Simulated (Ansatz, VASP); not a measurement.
# InO (In2O2, 2 layers, AB): VASP beside Ansatz, part 2 of 2

One calculation is typed for both programs; each brings its own data sets. How far apart do they land? The structure shown is the start of the Ansatz relaxation below; VASP solves that cell, so the two are compared at the walk's first step.

VASP 6.6.1 and Ansatz 0.2.0.

So far: The starting structure; Ansatz: relaxation, LDA.

### Step 3. VASP: single point, LDA, start cell

Level of this step: LDA; plane waves and PAW (O, In_d) (VASP).

The same cell, functional (in two slightly different forms), mesh and smearing now go to VASP, with its own data sets.

Lines of VASP's logs that name or quote its potential files are left out, and so is its time.

The input, INCAR:

```
SYSTEM = InO
PREC = Accurate
ENCUT = 520
EDIFF = 1E-06
NELM = 120
ISMEAR = -1
SIGMA = 0.05
LREAL = .FALSE.
ALGO = Normal
GGA = CA
NBANDS = 47
LORBIT = 11
LWAVE = .FALSE.
LCHARG = .FALSE.
ISIF = 2
LDIPOL = .TRUE.
IDIPOL = 3
DIPOL = 0.5 0.5 0.5
LVHAR = .TRUE.
LASPH = .TRUE.
GGA_COMPAT = .FALSE.
NELMDL = -8
KPAR = 2
```

The input, POSCAR:

```
InO
1.0
    3.2916000000      0.0000000000      0.0000000000
   -1.6458000000      2.8506090000      0.0000000000
    0.0000000000      0.0000000000     55.4472750000
O In
4 4
Direct
    0.3333333333      0.6666666667      0.3895592705
    0.3333333333      0.6666666667      0.4738490214
    0.6666666667      0.3333333333      0.5261509605
    0.6666666667      0.3333333333      0.6104407295
    0.0000000000      0.0000000000      0.4060942400
    0.0000000000      0.0000000000      0.4573140700
    0.3333333333      0.6666666667      0.5426859300
    0.3333333333      0.6666666667      0.5939057600
```

The input, KPOINTS:

```
Automatic mesh
0
Gamma
10 10 1
0 0 0
```

The projector-augmented-wave data sets are O and In_d (LDA family, release 64).

On the command line:

```console
$ mpirun -np 2 vasp_std
```

Numbers of over 12 decimals in the logs are rounded to 6 here.

Output:

```text
[banner, memory and clock lines left out]
running    2 mpi-ranks, on    1 nodes
 distrk:  each k-point on    1 cores,    2 groups
 distr:  one band on    1 cores,    1 groups

 POSCAR found type information on POSCAR O In
 POSCAR found :  2 types and       8 ions
 LDA part: xc-table for (Slater(with rela. corr.)+CA(PZ))
 , standard interpolation
|                                                                             |
|           W    W    AA    RRRRR   N    N  II  N    N   GGGG   !!!           |
|           W    W   A  A   R    R  NN   N  II  NN   N  G    G  !!!           |
|           W    W  A    A  R    R  N N  N  II  N N  N  G       !!!           |
|           W WW W  AAAAAA  RRRRR   N  N N  II  N  N N  G  GGG   !            |
|           WW  WW  A    A  R   R   N   NN  II  N   NN  G    G                |
|           W    W  A    A  R    R  N    N  II  N    N   GGGG   !!!           |
|                                                                             |
|     One of the lattice vectors is very long (>50 A), but AMIN is rather     |
|     large. This can spoil convergence since charge sloshing might occur     |
|     along the long lattice vector. If problems with convergence are         |
|     observed, try to decrease AMIN to a smaller value (e.g. 0.01).          |
|     Note: This warning only applies if the self-consistency cycle is        |
|     used.                                                                   |
|                                                                             |

 POSCAR, INCAR and KPOINTS ok, starting setup
 FFT: planning ... GRIDC
 FFT: planning ... GRID_SOFT
 FFT: planning ... GRID
 WAVECAR not read
 entering main loop
       N       E                     dE             d eps       ncg     rms          rms(c)
DAV:   1     0.787978653138E+03    0.78798E+03   -0.33528E+04  1452   0.143E+03
DAV:   2     0.886208725065E+02   -0.69936E+03   -0.68102E+03  1533   0.378E+02
DAV:   3    -0.466400632837E+02   -0.13526E+03   -0.13345E+03  1856   0.196E+02
DAV:   4    -0.517325962617E+02   -0.50925E+01   -0.50680E+01  1617   0.453E+01
DAV:   5    -0.518645658714E+02   -0.13197E+00   -0.13192E+00  1675   0.738E+00
DAV:   6    -0.518703266943E+02   -0.57608E-02   -0.57606E-02  1985   0.150E+00
DAV:   7    -0.518704577577E+02   -0.13106E-03   -0.13106E-03  2027   0.213E-01
DAV:   8    -0.518704613124E+02   -0.35547E-05   -0.35542E-05  1984   0.350E-02    0.191E+01
DAV:   9    -0.446499081613E+02    0.72206E+01   -0.36139E+01  2243   0.566E+01    0.214E+01
DAV:  10    -0.446018466018E+02    0.48062E-01   -0.47734E+00  1561   0.122E+01    0.728E+00
DAV:  11    -0.443134585402E+02    0.28839E+00   -0.15045E+00  2090   0.752E+00    0.266E+00
DAV:  12    -0.442384146727E+02    0.75044E-01   -0.21567E-01  2064   0.486E+00    0.139E+00
DAV:  13    -0.442309294037E+02    0.74853E-02   -0.37047E-02  2065   0.186E+00    0.815E-01
DAV:  14    -0.442318971942E+02   -0.96779E-03   -0.10036E-02  2000   0.811E-01    0.636E-01
[...]
DAV:  22    -0.442317651096E+02   -0.35623E-04   -0.14297E-06  1074   0.128E-02    0.753E-03
DAV:  23    -0.442317885727E+02   -0.23463E-04   -0.74943E-07  1032   0.105E-02    0.108E-02
DAV:  24    -0.442318016694E+02   -0.13097E-04   -0.35787E-07   985   0.815E-03    0.660E-03
DAV:  25    -0.442318175489E+02   -0.15880E-04   -0.72119E-07  1068   0.511E-03    0.302E-03
DAV:  26    -0.442318217302E+02   -0.41813E-05   -0.18830E-07   984   0.377E-03    0.131E-03
DAV:  27    -0.442318235787E+02   -0.18485E-05   -0.77807E-08   954   0.411E-03    0.863E-04
DAV:  28    -0.442318259289E+02   -0.23502E-05   -0.49518E-08   924   0.199E-03    0.681E-04
DAV:  29    -0.442318266400E+02   -0.71115E-06   -0.23620E-08   952   0.186E-03
   1 F= -.44231827E+02 E0= -.44231702E+02  d E =-.248733E-03
```

From OUTCAR (step 3):

```text
ion  position               nearest neighbor table
   1  0.333  0.667  0.390-   5 2.11   5 2.11   5 2.11
   2  0.333  0.667  0.474-   6 2.11   6 2.11   6 2.11
   3  0.667  0.333  0.526-   7 2.11   7 2.11   7 2.11
   4  0.667  0.333  0.610-   8 2.11   8 2.11   8 2.11
   5  0.000  0.000  0.406-   1 2.11   1 2.11   1 2.11   6 2.84
   6  0.000  0.000  0.457-   2 2.11   2 2.11   2 2.11   5 2.84
   7  0.333  0.667  0.543-   3 2.11   3 2.11   3 2.11   8 2.84
   8  0.333  0.667  0.594-   4 2.11   4 2.11   4 2.11   7 2.84

  LATTYP: Found a hexagonal cell.
 ALAT       =     3.2916000000
 C/A-ratio  =    16.8450829384

 Subroutine GETGRP returns: Found  6 space group operations
 (whereof  6 operations were pure point group operations)

The static configuration has the point symmetry C_3v.

 Found     14 irreducible k-points:

   k-points           NKPTS =     14   k-points in BZ     NKDIM =     14   number of bands    NBANDS=     47

   dimension x,y,z NGX =    24 NGY =   24 NGZ =  420
   dimension x,y,z NGXF=    48 NGYF=   48 NGZF=  840

   ENCUT  =  520.0 eV  38.22 Ry    6.18 a.u.   6.12  6.12103.10*2*pi/ulx,y,z

   NELECT =      76.0000    total number of electrons

 k-points in reciprocal lattice and weights: Automatic mesh
   0.00000000  0.00000000  0.00000000       0.010
   0.10000000  0.00000000  0.00000000       0.060
   0.20000000  0.00000000  0.00000000       0.060
   0.30000000  0.00000000  0.00000000       0.060
   0.40000000  0.00000000  0.00000000       0.060
   0.50000000 -0.00000000  0.00000000       0.030
   0.10000000  0.10000000  0.00000000       0.060
   0.20000000  0.10000000  0.00000000       0.120
   0.30000000  0.10000000  0.00000000       0.120
[...]
0.40000000  0.20000000  0.00000000       0.060
   0.30000000  0.30000000  0.00000000       0.060

 dipolmoment           0.000000      0.000000      0.002719 electrons x Angstroem

 average (electrostatic) potential at core
       1 -79.6007       2 -79.6120       3 -79.5588       4 -79.5480       5-103.5780
       6-103.5738       7-103.5204       8-103.5252

 E-fermi :  -4.0461

 k-point     1 :       0.0000    0.0000    0.0000
  band No.  band energies     occupation
    ...
     34      -5.7099      2.00000
     35      -5.6824      2.00000
     36      -5.6824      2.00000
     37      -5.3380      2.00000
     38      -4.8955      2.00000
     39      -3.8494      0.03838
     40      -3.3831      0.00000
     41      -0.7549      0.00000
     42      -0.5065      0.00000
     43       2.5676      0.00000
    ...

 k-point     2 :       0.1000    0.0000    0.0000
  band No.  band energies     occupation
    ...
     34      -5.8240      2.00000
     35      -5.7927      2.00000
     36      -5.7603      2.00000
     37      -5.1620      2.00000
     38      -4.8219      2.00000
     39      -3.3917      0.00000
     40      -3.0378      0.00000
     41      -0.3517      0.00000
     42      -0.0939      0.00000
     43       2.7140      0.00000
    ...

 k-point     3 :       0.2000    0.0000    0.0000
  band No.  band energies     occupation
    ...
     34      -6.0400      2.00000
     35      -6.0103      2.00000
     36      -5.9659      2.00000
     37      -4.9613      2.00000
     38      -4.7297      2.00000
     39      -2.5268      0.00000
     40      -2.3108      0.00000
     41       0.4776      0.00000
     42       0.7750      0.00000
     43       2.4471      0.00000
    ...

  Total        1.2788774      1.2788772     -5.4322996      0.0000000      0.0000000      0.0000000
  in kB        3.9383526      3.9383520    -16.7289770      0.0000000      0.0000000      0.0000000
  external PRESSURE =      -2.9507575 kB  Pullay stress =       0.0000000 kB

  energy-cutoff  :      520.00
  volume of cell :      520.27
      direct lattice vectors                 reciprocal lattice vectors
     3.291600000  0.000000000  0.000000000     0.303803621  0.175401116  0.000000000
    -1.645800000  2.850609000  0.000000000     0.000000000  0.350802232  0.000000000
     0.000000000  0.000000000 55.447275000     0.000000000  0.000000000  0.018035151

 POSITION                                       TOTAL-FORCE (eV/Angst)
 -----------------------------------------------------------------------------------
     -0.00000      1.90041     21.60000        -0.000000      0.000000      0.791948
     -0.00000      1.90041     26.27364        -0.000000     -0.000000     -0.722122
      1.64580      0.95020     29.17364         0.000000     -0.000000      0.737023
      1.64580      0.95020     33.84727         0.000000      0.000000     -0.791602
      0.00000      0.00000     22.51682        -0.000000      0.000000     -0.449536
      0.00000      0.00000     25.35682        -0.000000      0.000000      0.497125
     -0.00000      1.90041     30.09046        -0.000000      0.000000     -0.512356
     -0.00000      1.90041     32.93046        -0.000000      0.000000      0.449520
 -----------------------------------------------------------------------------------
    total drift:                                0.000001      0.000017     -0.000287

  FREE ENERGIE OF THE ION-ELECTRON SYSTEM (eV)
  ---------------------------------------------------
  free  energy   TOTEN  =       -44.2318266400 eV

  energy  without entropy=      -44.2315779070  energy(sigma->0) =      -44.23170227

 vacuum level on the upper side and lower side of the slab         3.171         3.119

 total charge
# of ion       s       p       d       tot
------------------------------------------
    1        1.566   3.362   0.000   4.928
    2        1.567   3.360   0.000   4.926
    3        1.567   3.360   0.000   4.926
    4        1.566   3.362   0.000   4.928
    5        0.806   0.719   9.969  11.494
    6        0.806   0.719   9.969  11.493
    7        0.806   0.718   9.969  11.493
    8        0.806   0.719   9.969  11.494
--------------------------------------------------
tot          9.489  16.318  39.877  65.684

[... 3 further parts left out ...]
```

### Step 4. Side by side

Known differences besides the potentials themselves: the two LDA forms differ slightly; Ansatz cuts the interaction across the vacuum, VASP repeats the sheet with a dipole correction; the cutoff is 420 eV in Ansatz and 520 eV in VASP; VASP's log shows a relativistic correction to its local exchange, Ansatz's none. Total energies have different zeros and are not compared.

Forces (eV/Å; atoms numbered as in POSCAR):

```csv
atom,"Ansatz x, y, z","VASP x, y, z"
O1,"0.000, 0.000, 0.830","0.000, 0.000, 0.792"
O2,"0.000, 0.000, -0.763","0.000, 0.000, -0.722"
O3,"0.000, 0.000, 0.778","0.000, 0.000, 0.737"
O4,"0.000, 0.000, -0.830","0.000, 0.000, -0.792"
In5,"0.000, 0.000, -0.469","0.000, 0.000, -0.450"
In6,"0.000, 0.000, 0.519","0.000, 0.000, 0.497"
In7,"0.000, 0.000, -0.534","0.000, 0.000, -0.512"
In8,"0.000, 0.000, 0.468","0.000, 0.000, 0.450"
```

The forces differ by 18 meV/Å r.m.s., which is 4.9 % of the r.m.s. force of 0.367 eV/Å (both taken over all components). With vacuum in the cell, a pressure given here is an average over mostly empty space and none of the material.

### Step 5. Outcome

```yaml
r_m_s_force_difference_single_point_lda_start_cell: 4.9 % of the r.m.s. force
```

What this shows: The r.m.s. force difference is 4.9 % of the r.m.s. force (single point, LDA, start cell), beyond the 3 % picked in this series as the mark of a large difference. What causes the difference of the single point, LDA, start cell pair stays open here. 1 further run of this series is not shown here. How closely two codes agree says nothing of how well the functional describes the real material.

[Lines on the potential files, build, host, timing and source positions are cut from VASP's logs without a mark.]

[Logs are printed without paths, hosts, clocks, repeated set-up lines and the standing remarks that a program may print on its own settings, such as how far it seeks lower states.]

[Hosts, paths, dates, database ids (printed as entryN), source tags and the programs' standing remarks are cut or masked in the printed files.]
